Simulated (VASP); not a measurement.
```xyz
4
Lattice="2.0700 -3.5853 0.0000 2.0700 3.5853 0.0000 0.0000 0.0000 6.7200" Properties=species:S:1:pos:R:3 pbc="T T T"
Cd     2.0700    -1.1951     3.3600
Cd     2.0700     1.1951     0.0000
S      2.0700    -1.1951     5.8934
S      2.0700     1.1951     2.5334
```

All values below come from PBE GGA, VASP's PBE PAW potentials (set 64) (plane waves; VASP). Settings: 400 eV cut-off, 7×7×4 Γ-centred mesh, Gaussian smearing of 0.050 eV, potentials Cd S.

Question: Estimate the energy per atom (σ→0), pressure.

Answer: 
| Quantity | Value |
|---|---|
| energy per atom (σ→0) | -3.063 eV/atom |
| pressure | 2.48 GPa |

The absolute energy has meaning only against runs of the same code, potentials and settings.

The compound is CdS in the wurtzite structure. The cell was not relaxed at this level.
